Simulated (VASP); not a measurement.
An input for Ansatz (written as the equivalent of a VASP run, and not itself run):

Ansatz 0.2 input:
```yaml
crystal:
  lattice:
    - [0.0000000, 3.6013061, 3.6013061]
    - [3.6013061, 0.0000000, 3.6013061]
    - [3.6013061, 3.6013061, 0.0000000]
  atoms:
    - { symbol: Na, position: [0.2500000, 0.2500000, 0.2500000] }
    - { symbol: Na, position: [0.7500000, 0.7500000, 0.7500000] }
    - { symbol: Na, position: [0.5000000, 0.5000000, 0.5000000] }
    - { symbol: Ag, position: [0.0000000, 0.0000000, 0.0000000] }
kpoints:
  mp_grid: { grid: [7, 7, 7] }
hamiltonian:
  xc: lda
  pseudopotentials: { kind: paw }
scf:
  occupations: { method: methfessel_paxton, width: 0.1 }
  max_iter: 100
relax:
  max_steps: 30
  f_tol: 0.001
output: { forces: true, stress: true, eigenvalues: true }
```

Task: Translate this input to VASP (INCAR, KPOINTS, POSCAR, choice of POTCAR).

Result: Several could match; the one computed here: 
File KPOINTS:
```
Automatic mesh
0
Gamma
7 7 7
0 0 0
```

INCAR:
```
SYSTEM = Na3Ag
PREC = Accurate
ENCUT = 400
EDIFF = 1E-8
NELM = 100
ALGO = Normal
LREAL = .FALSE.
LASPH = .TRUE.
ISMEAR = 1
SIGMA = 0.1
LMAXMIX = 4
LWAVE = .FALSE.
LCHARG = .FALSE.
IBRION = 1
ISIF = 2
NSW = 30
EDIFFG = -0.001
```

### POSCAR
```
Na3Ag
1
    0.0000000000     3.6013060919     3.6013060919
    3.6013060919     0.0000000000     3.6013060919
    3.6013060919     3.6013060919     0.0000000000
Na Ag
3 1
Direct
  0.2500000000   0.2500000000   0.2500000000
  0.7500000000   0.7500000000   0.7500000000
  0.5000000000   0.5000000000   0.5000000000
  0.0000000000   0.0000000000   0.0000000000
```

POTCAR, in this order: Na_pv Ag (LDA.64 set). Program: vasp_std.

What does not carry over: each code has its own PAW files, so the cut-off isn't converted (ENCUT is set for VASP's; basis.ecutwfc is left out, and Ansatz then takes the one that its files recommend); Ansatz stops its SCF on the density residual and VASP on the energy change (EDIFF); Ansatz's lda is the Perdew-Wang form, while the LDA potentials of VASP carry Perdew-Zunger's.

The structure comes from a computed database's Na3Ag entry (Fm-3m); how it stands against other phases isn't given here. It was relaxed first, which changed the volume by -11 %. The start is the result of an earlier pass.
